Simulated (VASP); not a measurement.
# Ca2CuS2O2 (P4/mmm) in VASP: notebook

Aim: see how the results for Ca2CuS2O2 move with the level of theory and the settings. Levels: RPBE, PBE+D3, r2SCAN. Tasks: single point, atomic charges.

Everything below comes from runs of VASP 6.6.1. Logs are shortened: lines on timing, memory, paths and dates and some standing lists are left out, and cuts for length are marked.

## Step 1: Starting point

The structure is tetragonal, space group P4/mmm (No. 123). The conventional cell has a = 3.862 Å, b = 3.862 Å, c = 7.745 Å, α = 90.00°, β = 90.00°, γ = 90.00°. Around Cu (site symmetry 4/mmm) lie 4 O at 1.93 Å. Around Ca (site symmetry 4mm) lie 4 O at 2.52 Å. Around S (site symmetry 4mm) lie 1 S at 2.14 Å. O (site symmetry mmm) has 2 Cu at 1.93 Å as nearest neighbours.

The cell comes from a database or a generator and needn't be the stable form of this composition.

## Step 2: Single point, RPBE

The input, INCAR:

```
ALGO = Normal ; EDIFF = 1E-6
ENCUT = 500 ; GGA = RP
ISIF = 2 ; ISMEAR = 0
LASPH = T ; LCHARG = F
LREAL = F ; LWAVE = F
NELM = 60 ; PREC = Accurate
SIGMA = 0.1
```

The input, KPOINTS:

```
k-points
0
Gamma
  7 7 4
```

The input, POSCAR:

```
Ca2CuS2O2
1.0
    3.8624990000      0.0000000000      0.0000000000
    0.0000000000      3.8624990000      0.0000000000
    0.0000000000      0.0000000000      7.7454740000
Cu Ca S O
1 2 2 2
Direct
    0.0000000000      0.0000000000      0.5000000000
    0.5000000000      0.5000000000      0.2918880000
    0.5000000000      0.5000000000      0.7081120000
    0.0000000000      0.0000000000      0.1383120000
    0.0000000000      0.0000000000      0.8616880000
    0.5000000000      0.0000000000      0.5000000000
    0.0000000000      0.5000000000      0.5000000000
```

Potentials or basis: VASP PAW PBE potentials, release 64 (Cu, Ca_pv, S, O).

Command:

```
> cat potpaw_PBE.64/Cu/POTCAR potpaw_PBE.64/Ca_pv/POTCAR potpaw_PBE.64/S/POTCAR potpaw_PBE.64/O/POTCAR > POTCAR
> mpirun -np 1 vasp_std > vasp.out
```

OUTCAR:

```text
EDIFF = 1E-6
   ENCUT = 500
   GGA = RP
   ISIF = 2
   ISMEAR = 0
   LASPH = T
   LREAL = F
   NELM = 60
   PREC = Accurate

 ion  position               nearest neighbor table
   1  0.000  0.000  0.500-   6 1.93   7 1.93   7 1.93   6 1.93   2 3.17   3 3.17   2 3.17   2 3.17
                             3 3.17   3 3.17   2 3.17   3 3.17
   2  0.500  0.500  0.292-   6 2.52   7 2.52   6 2.52   7 2.52   4 2.98   4 2.98   4 2.98   4 2.98
                             1 3.17   1 3.17   1 3.17   1 3.17   3 3.22
   3  0.500  0.500  0.708-   6 2.52   7 2.52   6 2.52   7 2.52   5 2.98   5 2.98   5 2.98   5 2.98
                             1 3.17   1 3.17   1 3.17   1 3.17   2 3.22
   4  0.000  0.000  0.138-   5 2.14   2 2.98   2 2.98   2 2.98   2 2.98
   5  0.000  0.000  0.862-   4 2.14   3 2.98   3 2.98   3 2.98   3 2.98
   6  0.500  0.000  0.500-   1 1.93   1 1.93   3 2.52   2 2.52   3 2.52   2 2.52
   7  0.000  0.500  0.500-   1 1.93   1 1.93   3 2.52   2 2.52   2 2.52   3 2.52

  LATTYP: Found a simple tetragonal cell.
 ALAT       =     3.8624990000
 C/A-ratio  =     2.0053012311

  Lattice vectors:

 A1 = (   3.8624990000,   0.0000000000,   0.0000000000)
 A2 = (   0.0000000000,   3.8624990000,   0.0000000000)
 A3 = (   0.0000000000,   0.0000000000,   7.7454740000)

Analysis of symmetry for initial positions (statically):
=====================================================================
 Subroutine PRICEL returns:
 Original cell was already a primitive cell.

 Routine SETGRP: Setting up the symmetry group for a
 simple tetragonal supercell.

 Subroutine GETGRP returns: Found 16 space group operations
 (whereof 16 operations were pure point group operations)
 out of a pool of 16 trial point group operations.

The static configuration has the point symmetry D_4h.

Analysis of symmetry for dynamics (positions and initial velocities):
=====================================================================
 Subroutine PRICEL returns:
 Original cell was already a primitive cell.

 Routine SETGRP: Setting up the symmetry group for a
 simple tetragonal supercell.

 Subroutine GETGRP returns: Found 16 space group operations
 (whereof 16 operations were pure point group operations)
 out of a pool of 16 trial point group operations.

The dynamic configuration has the point symmetry D_4h.

 Subroutine INISYM returns: Found 16 space group operations
 (whereof 16 operations are pure point group operations),
 and found     1 'primitive' translations

----------------------------------------------------------------------------------------

                                     Primitive cell

  volume of cell :     115.5539

  direct lattice vectors                    reciprocal lattice vectors
     3.862499000  0.000000000  0.000000000     0.258899743  0.000000000  0.000000000
     0.000000000  3.862499000  0.000000000     0.000000000  0.258899743  0.000000000
     0.000000000  0.000000000  7.745474000     0.000000000  0.000000000  0.129107657

  length of vectors
     3.862499000  3.862499000  7.745474000     0.258899743  0.258899743  0.129107657

  position of ions in fractional coordinates (direct lattice)
     0.000000000  0.000000000  0.500000000
     0.500000000  0.500000000  0.291888000
     0.500000000  0.500000000  0.708112000
     0.000000000  0.000000000  0.138312000
     0.000000000  0.000000000  0.861688000
     0.500000000  0.000000000  0.500000000
     0.000000000  0.500000000  0.500000000

  ion indices of the primitive-cell ions
   primitive index   ion index
                 1           1
                 2           2
                 3           3
                 4           4
                 5           5
                 6           6
                 7           7

----------------------------------------------------------------------------------------

 KPOINTS: k-points

Automatic generation of k-mesh.
 Grid dimensions read from file:
 generate k-points for:    7    7    4

 Generating k-lattice:

[... 55 lines left out ...]
      1     -16.8848      2.00000
      2     -16.4984      2.00000
      3     -16.4494      2.00000
      4     -16.4342      2.00000
      5     -16.4292      2.00000
      6     -16.4090      2.00000
[... 22 lines left out ...]
     29       8.1296      0.00000
     30       9.1121      0.00000

 k-point     3 :       0.2857    0.0000    0.0000
  band No.  band energies     occupation
      1     -16.8375      2.00000
      2     -16.6029      2.00000
      3     -16.4854      2.00000
      4     -16.4441      2.00000
      5     -16.4226      2.00000
      6     -16.4042      2.00000
[... 22 lines left out ...]
     29       8.8994      0.00000
     30       9.1899      0.00000

 k-point     4 :       0.4286    0.0000    0.0000
  band No.  band energies     occupation
      1     -16.7816      2.00000
      2     -16.7006      2.00000
      3     -16.5259      2.00000
      4     -16.4399      2.00000
      5     -16.4173      2.00000
      6     -16.4003      2.00000
[... 22 lines left out ...]
     29       8.6848      0.00000
     30       9.6892      0.00000

 k-point     5 :       0.1429    0.1429    0.0000
  band No.  band energies     occupation
      1     -16.8670      2.00000
      2     -16.4952      2.00000
      3     -16.4941      2.00000
      4     -16.4338      2.00000
      5     -16.4292      2.00000
      6     -16.4264      2.00000
[... 22 lines left out ...]
     29       8.4017      0.00000
     30       9.3708      0.00000
[... 526 lines left out ...]
     29       8.1227      0.00000
     30       8.6160      0.00000

 k-point    22 :       0.1429    0.0000    0.5000
  band No.  band energies     occupation
      1     -16.8774      2.00000
      2     -16.4963      2.00000
      3     -16.4487      2.00000
      4     -16.4403      2.00000
      5     -16.4347      2.00000
      6     -16.4097      2.00000
[... 22 lines left out ...]
     29       8.4802      0.00000
     30       8.9426      0.00000

 k-point    23 :       0.2857    0.0000    0.5000
  band No.  band energies     occupation
      1     -16.8316      2.00000
      2     -16.5984      2.00000
      3     -16.4886      2.00000
      4     -16.4435      2.00000
      5     -16.4313      2.00000
      6     -16.4048      2.00000
[... 22 lines left out ...]
     29       9.1394      0.00000
     30       9.3337      0.00000

 k-point    24 :       0.4286    0.0000    0.5000
  band No.  band energies     occupation
      1     -16.7759      2.00000
      2     -16.6956      2.00000
      3     -16.5302      2.00000
      4     -16.4393      2.00000
      5     -16.4249      2.00000
      6     -16.4009      2.00000
[... 22 lines left out ...]
     29       8.9915      0.00000
     30       9.0836      0.00000

 [... further k-points ...]
[... 5 lines left out ...]
  --------------------------------------------------------------------------------------
  -------------------------------------------------------------------------------------
  Total        2.5214374      2.5214374      1.6880674      0.0000000     -0.0000000     -0.0000000
  in kB       34.9602079     34.9602079     23.4053746      0.0000000     -0.0000000     -0.0000000
  external PRESSURE =      31.1085968 kB  Pullay stress =       0.0000000 kB

 VOLUME and BASIS-vectors are now :
 -----------------------------------------------------------------------------
  energy-cutoff  :      500.00
  volume of cell :      115.55
      direct lattice vectors                 reciprocal lattice vectors
     3.862499000  0.000000000  0.000000000     0.258899743  0.000000000  0.000000000
     0.000000000  3.862499000  0.000000000     0.000000000  0.258899743  0.000000000
     0.000000000  0.000000000  7.745474000     0.000000000  0.000000000  0.129107657

 POSITION                                       TOTAL-FORCE (eV/Angst)
 -----------------------------------------------------------------------------------
      0.00000      0.00000      3.87274         0.000000      0.000000      0.000000
      1.93125      1.93125      2.26081         0.000000      0.000000      0.007662
      1.93125      1.93125      5.48466        -0.000000     -0.000000     -0.007662
      0.00000      0.00000      1.07129         0.000000      0.000000     -0.096942
      0.00000      0.00000      6.67418         0.000000      0.000000      0.096942
      1.93125      0.00000      3.87274         0.000000      0.000000      0.000000
      0.00000      1.93125      3.87274         0.000000      0.000000      0.000000
 -----------------------------------------------------------------------------------
    total drift:                                0.000000      0.000000      0.000000

  FREE ENERGIE OF THE ION-ELECTRON SYSTEM (eV)
  ---------------------------------------------------
  free  energy   TOTEN  =       -34.4361711597 eV

  energy  without entropy=      -34.4238385673  energy(sigma->0) =      -34.43000486
```

Wall time 1.7 min (1 thread of AMD EPYC 7R13 (Zen 3), shared host); peak memory 0.23 GiB.

Results:

* Free energy: -34.4362 eV
* Pressure: 3.1 GPa
* Largest force: 0.097 eV/Å
* Band gap on the k mesh: none (metal or under the smearing width)

Forces on the atoms (eV/Å):
```
Cu   0.000  0.000  0.000
Ca   0.000  0.000  0.008
Ca   0.000  0.000 -0.008
S    0.000  0.000 -0.097
S    0.000  0.000  0.097
O    0.000  0.000  0.000
O    0.000  0.000  0.000
```

Levels at points of the mesh, in eV from the Fermi level:
```csv
k point,band 24,band 25,band 26,band 27,band 28,band 29
"(0.00, 0.00, 0.00)",-1.66,-0.09,-0.09,2.20,2.87,3.44
"(0.00, 0.00, 0.50)",-1.79,-0.08,-0.08,1.29,3.20,3.84
```

Caveat: the PAW data sets were made with another functional, which shifts forces and pressure a little; an odd number of electrons without spin polarisation forces a metal; a magnetic or distorted state may lie lower; the run has no spin polarisation, though such a crystal can be magnetic; semilocal functionals often make such compounds metallic where correlation or magnetic order opens a gap, which also shifts bond lengths. With open d or f shells a metallic result of RPBE can be an artefact of self-interaction; +U or a hybrid may open a gap.

## Step 3: Single point, RPBE

The input, run.py:

```python
from ase.calculators.vasp import Vasp
from ase.dft.bandgap import bandgap
from ase.io import read

atoms = read('Ca2CuS2O2.cif')
calc = Vasp(
    directory='calc',
    xc='rpbe',
    pp='PBE',
    setups='minimal',
    prec='Accurate',
    encut=500,
    ediff=1e-06,
    ismear=0,
    sigma=0.1,
    lreal=False,
    lasph=True,
    nelm=80,
    algo='Normal',
    isif=2,
    lwave=False,
    lcharg=False,
    kpts=[7, 7, 4],
    gamma=True,
    nbands=34,
)
atoms.calc = calc

print('energy (eV):', atoms.get_potential_energy())
print('free energy (eV):', atoms.get_potential_energy(force_consistent=True))
print('forces (eV/A):')
print(atoms.get_forces())
print('stress (eV/A^3, Voigt):', atoms.get_stress())
print('Fermi level (eV):', calc.get_fermi_level())
gap, top, bottom = bandgap(calc)
print('band gap (eV):', gap, 'from (spin, k, band)', top, 'to', bottom)
```

The input, Ca2CuS2O2.cif:

```cif
data_Ca2CuS2O2
_cell_length_a 3.86249900
_cell_length_b 3.86249900
_cell_length_c 7.74547400
_cell_angle_alpha 90.00000000
_cell_angle_beta 90.00000000
_cell_angle_gamma 90.00000000
_space_group_name_H-M_alt 'P1'
_space_group_name_Hall 'P 1'
_space_group_IT_number 1
loop_
_space_group_symop_operation_xyz
'x,y,z'
loop_
_atom_site_label
_atom_site_type_symbol
_atom_site_symmetry_multiplicity
_atom_site_Wyckoff_symbol
_atom_site_fract_x
_atom_site_fract_y
_atom_site_fract_z
_atom_site_occupancy
Cu1 Cu 1 a 0.0000000000 0.0000000000 0.5000000000 1
Ca1 Ca 1 a 0.5000000000 0.5000000000 0.2918880000 1
Ca2 Ca 1 a 0.5000000000 0.5000000000 0.7081120000 1
S1 S 1 a 0.0000000000 0.0000000000 0.1383120000 1
S2 S 1 a 0.0000000000 0.0000000000 0.8616880000 1
O1 O 1 a 0.5000000000 0.0000000000 0.5000000000 1
O2 O 1 a 0.0000000000 0.5000000000 0.5000000000 1
```

Potentials or basis: VASP PAW PBE potentials, release 64 (Cu, Ca_pv, S, O).

Command:

```
> python run.py
```

It took 2 min on 1 thread of AMD EPYC 7R13 (Zen 3), shared host; peak memory 0.24 GiB.

The run converged. Its results:

- Free energy: -34.4362 eV
- Pressure: 3.2 GPa
- Largest force: 0.098 eV/Å
- Band gap on the k mesh: none (metal or under the smearing width)

Forces on the atoms (eV/Å):
```
Cu   0.000  0.000  0.000
Ca   0.000  0.000  0.008
Ca   0.000  0.000 -0.008
S    0.000  0.000 -0.098
S    0.000  0.000  0.098
O    0.000  0.000  0.000
O    0.000  0.000  0.000
```

Stress tensor (GPa, compression positive):
```
3.58 0.00 0.00
0.00 3.58 0.00
0.00 0.00 2.42
```

Levels at points of the mesh, in eV from the Fermi level:
```
           k point  band 23  band 24  band 25  band 26  band 27  band 28  band 29  band 30
(0.00, 0.00, 0.00)    -1.66    -1.66    -0.09    -0.09     2.20     2.87     3.44     4.60
(0.00, 0.00, 0.50)    -1.78    -1.78    -0.08    -0.08     1.29     3.20     3.84     4.33
```

Caveat: the PAW data sets were made with another functional, which shifts forces and pressure a little; an odd number of electrons without spin polarisation forces a metal; a magnetic or distorted state may lie lower; the run has no spin polarisation, though such a crystal can be magnetic; semilocal functionals often make such compounds metallic where correlation or magnetic order opens a gap, which also shifts bond lengths.

## Step 4: Single point, PBE+D3

run.py: that of step 3 with these lines changed.

```diff
@@ -4,17 +4,17 @@
 
-atoms = read('Ca2CuS2O2.cif')
+atoms = read('POSCAR')
 calc = Vasp(
     directory='calc',
-    xc='rpbe',
+    xc='pbe',
     pp='PBE',
-    setups='minimal',
+    setups='recommended',
     prec='Accurate',
-    encut=500,
+    encut=520,
     ediff=1e-06,
     ismear=0,
-    sigma=0.1,
+    sigma=0.05,
     lreal=False,
     lasph=True,
-    nelm=80,
-    algo='Normal',
+    nelm=100,
+    algo='Fast',
     isif=2,
@@ -22,5 +22,6 @@
     lcharg=False,
+    ivdw=11,
     kpts=[7, 7, 4],
     gamma=True,
-    nbands=34,
+    nbands=36,
 )
```

POSCAR is that of step 2.

Potentials or basis: VASP PAW PBE potentials, release 64 (Cu, Ca_sv, S, O).

Command:

```
> python run.py
```

Run time: 7.7 min. Hardware: 1 thread of AMD EPYC 7R13 (Zen 3), shared host; peak memory 0.28 GiB.

Results (log left out):

```
Free energy                : -38.1805 eV
Pressure                   : -1.6 GPa
Largest force              : 0.151 eV/Å
Band gap on the k mesh     : none (metal or under the smearing width)
Dispersion energy per atom : -0.182 eV
```

Forces on the atoms (eV/Å):
```
Cu   0.000  0.000  0.000
Ca   0.000  0.000  0.151
Ca   0.000  0.000 -0.151
S    0.000  0.000 -0.032
S    0.000  0.000  0.032
O    0.000  0.000  0.000
O    0.000  0.000  0.000
```

Stress tensor (GPa, compression positive):
```
-1.55  0.00  0.00
 0.00 -1.55  0.00
 0.00  0.00 -1.84
```

Levels at points of the mesh, in eV from the Fermi level:
| k point | band 26 | band 27 | band 28 | band 29 | band 30 | band 31 |
| --- | --- | --- | --- | --- | --- | --- |
| (0.00, 0.00, 0.00) | -1.63 | -0.04 | -0.04 | 2.21 | 2.68 | 3.39 |
| (0.00, 0.00, 0.50) | -1.76 | -0.02 | -0.02 | 1.28 | 2.99 | 3.79 |

Caveat: an odd number of electrons without spin polarisation forces a metal; a magnetic or distorted state may lie lower; the run has no spin polarisation, though such a crystal can be magnetic; semilocal functionals often make such compounds metallic where correlation or magnetic order opens a gap, which also shifts bond lengths; pairwise dispersion overbinds metals, which lowers pressure and volume.

## Step 5: Atomic charges, r2SCAN

The input, INCAR:

```
PREC = Accurate
ENCUT = 520
EDIFF = 1E-6
ISMEAR = 0
SIGMA = 0.05
LREAL = F
LASPH = T
NELM = 100
ALGO = Normal
ISIF = 2
LWAVE = F
LCHARG = T
METAGGA = R2SCAN
LMIXTAU = T
LORBIT = 11
LELF = T
LVHAR = T
NBANDS = 30
```

The input, KPOINTS:

```
Automatic mesh
0
Gamma
  7 7 4
```

POSCAR is that of step 4.

Command:

```
> cat potpaw_PBE.64/Cu/POTCAR potpaw_PBE.64/Ca_sv/POTCAR potpaw_PBE.64/S/POTCAR potpaw_PBE.64/O/POTCAR > POTCAR
> mpirun -np 1 vasp_std > vasp.out
```

Run time: 7.3 min. Hardware: 1 thread of AMD EPYC 7R13 (Zen 3), shared host; peak memory 0.28 GiB.

Results (log left out):

| Property | Result |
| --- | --- |
| Free energy | -65.5562 eV |
| Pressure | -2.0 GPa |
| Largest force | 0.224 eV/Å |
| Band gap on the k mesh | none (metal or under the smearing width) |
| Valence electrons inside the program's atomic spheres | Cu 9.98; Ca 8.10; S 3.71; O 5.02 |

Forces on the atoms (eV/Å):
```
Cu   0.000  0.000  0.000
Ca   0.000  0.000  0.224
Ca   0.000  0.000 -0.224
S    0.000  0.000 -0.125
S    0.000  0.000  0.125
O    0.000  0.000  0.000
O    0.000  0.000  0.000
```

Levels at points of the mesh, in eV from the Fermi level:
```
           k point  band 26  band 27  band 28  band 29  band 30
(0.00, 0.00, 0.00)    -1.82    -0.14    -0.14     2.38     2.93
(0.00, 0.00, 0.50)    -1.95    -0.12    -0.12     1.51     3.23
```

Caveat: the PAW data sets were made with another functional, which shifts forces and pressure a little; an odd number of electrons without spin polarisation forces a metal; a magnetic or distorted state may lie lower; the run has no spin polarisation, though such a crystal can be magnetic; semilocal functionals often make such compounds metallic where correlation or magnetic order opens a gap, which also shifts bond lengths.

## Step 6: The reference run

An earlier run on the cell as given: functional PBE; potentials or basis VASP PAW PBE potentials, release 64 (Cu, Ca_sv, S, O); cutoff 520 eV; k mesh 7 × 7 × 4; occupations fermi-dirac, width 0.05 eV; no spin polarisation.

* Pressure: 0.3 GPa
* Largest force: 0.154 eV/Å
* Band gap on the k mesh: none (metal or under the smearing width)

## Step 7: Overview

```csv
task,level,potentials or basis,cutoff (eV),smearing,other keys,gap on the mesh (eV),pressure (GPa),largest force (eV/Å)
single point,RPBE,"VASP PAW PBE potentials, release 64 (Cu, Ca_pv, S, O)",500,gaussian 0.1 eV,-,none,3.2,0.10
single point,PBE+D3,"VASP PAW PBE potentials, release 64 (Cu, Ca_sv, S, O)",520,gaussian 0.05 eV,-,none,-1.6,0.15
atomic charges,r2SCAN,"VASP PAW PBE potentials, release 64 (Cu, Ca_sv, S, O)",520,gaussian 0.05 eV,NBANDS = 30,none,-2.0,0.22
single point,PBE,"VASP PAW PBE potentials, release 64 (Cu, Ca_sv, S, O)",520,fermi-dirac 0.05 eV,-,none,0.3,0.15
```

Alike in all rows: no spin polarisation; cell as given; k mesh 7 × 7 × 4.

Caveats: an odd number of electrons without spin polarisation forces a metal; a magnetic or distorted state may lie lower; the run has no spin polarisation, though such a crystal can be magnetic; semilocal functionals often make such compounds metallic where correlation or magnetic order opens a gap, which also shifts bond lengths; the PAW data sets were made with another functional, which shifts forces and pressure a little (some runs); pairwise dispersion overbinds metals, which lowers pressure and volume (some runs).

Absolute energies hang on the potentials; compare differences alone.
